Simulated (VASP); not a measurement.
Input for VASP

**INCAR**
```
SYSTEM = Li
PREC = Accurate
ENCUT = 520
EDIFF = 1E-6
NELM = 3
ALGO = Normal
LREAL = .FALSE.
LASPH = .TRUE.
ISMEAR = 1
SIGMA = 0.1
GGA = PE
LWAVE = .FALSE.
LCHARG = .FALSE.
ISIF = 2
```

POSCAR:
```
Li
1
   -1.7450000000     1.7450000000     1.7450000000
    1.7450000000    -1.7450000000     1.7450000000
    1.7450000000     1.7450000000    -1.7450000000
Li
1
Direct
  0.0000000000   0.0000000000   0.0000000000
```

**KPOINTS**
```
Automatic mesh
0
Gamma
11 11 11
0 0 0
```

POTCAR, in this order: Li_sv (PBE.64 set). Program: vasp_std.

The run wrote:

**standard output**
```
 POSCAR found type information on POSCAR Li
 POSCAR found :  1 types and       1 ions
 Reading from existing POTCAR
 Reading from existing POTCAR
 LDA part: xc-table for (Slater+PW92), standard interpolation
 POSCAR, INCAR and KPOINTS ok, starting setup
 WAVECAR not read
 entering main loop
       N       E                     dE             d eps       ncg     rms          rms(c)
DAV:   1     0.821758608965E+00    0.82176E+00   -0.73112E+02   565   0.422E+02
DAV:   2    -0.180823066701E+01   -0.26300E+01   -0.25390E+01   840   0.617E+01
DAV:   3    -0.190548861651E+01   -0.97258E-01   -0.93970E-01   700   0.875E+00

 -----------------------------------------------------------------------------
|                                                                             |
|           W    W    AA    RRRRR   N    N  II  N    N   GGGG   !!!           |
|           W    W   A  A   R    R  NN   N  II  NN   N  G    G  !!!           |
|           W    W  A    A  R    R  N N  N  II  N N  N  G       !!!           |
|           W WW W  AAAAAA  RRRRR   N  N N  II  N  N N  G  GGG   !            |
|           WW  WW  A    A  R   R   N   NN  II  N   NN  G    G                |
|           W    W  A    A  R    R  N    N  II  N    N   GGGG   !!!           |
|                                                                             |
|     The electronic self-consistency was not achieved in the given           |
|     number of steps (NELM). The forces and other quantities evaluated       |
|     might not be reliable so examine the results carefully. If you find     |
|     spurious results, we suggest increasing NELM, if you were close to      |
|     convergence or switching to a different ALGO or adjusting the           |
|     density mixing parameters otherwise.                                    |
|                                                                             |
 -----------------------------------------------------------------------------

   1 F= -.19054886E+01 E0= -.19052280E+01  d E =-.781986E-03
```

File OUTCAR:
```
------------------------ aborting loop EDIFF was not reached (unconverged)  ----------------------------
  FORCE on cell =-STRESS in cart. coord.  units (eV):
  Direction    XX          YY          ZZ          XY          YZ          ZX
  --------------------------------------------------------------------------------------
  Total       -0.4119194     -0.4119194     -0.4119194      0.0000000      0.0000000      0.0000000
  in kB      -31.0510714    -31.0510714    -31.0510714      0.0000000      0.0000000      0.0000000
  external PRESSURE =     -31.0510714 kB  Pullay stress =       0.0000000 kB
  volume of cell :       21.25
      direct lattice vectors                 reciprocal lattice vectors
    -1.745000000  1.745000000  1.745000000     0.000000000  0.286532951  0.286532951
     1.745000000 -1.745000000  1.745000000     0.286532951  0.000000000  0.286532951
     1.745000000  1.745000000 -1.745000000     0.286532951  0.286532951  0.000000000
 POSITION                                       TOTAL-FORCE (eV/Angst)
 -----------------------------------------------------------------------------------
      0.00000      0.00000      0.00000         0.000000      0.000000      0.000000
 -----------------------------------------------------------------------------------
    total drift:                               -0.000000      0.000000     -0.000000
  FREE ENERGIE OF THE ION-ELECTRON SYSTEM (eV)
  ---------------------------------------------------
  free  energy   TOTEN  =        -1.9054886165 eV

  energy  without entropy=       -1.9047066301  energy(sigma->0) =       -1.90522795
```
(Selected blocks of OUTCAR.)

Question: Read the log: what went wrong, and how is it fixed?

Answer: The cause: NELM is too small, so the electronic loop ends before EDIFF is met. Convergence was not reached. Against the sound run, the energy per atom (σ→0) is nearly the same; the pressure falls by 2.42 GPa. To mend it, set NELM = 100.

The mended run (PBE GGA, plane waves, VASP's PBE PAW potentials (set 64)) converges, and its OSZICAR ends with
```
   1 F= -.19059810E+01 E0= -.19057238E+01  d E =-.771495E-03
```

The compound is Li in the bcc structure. The cell was not relaxed at this level.
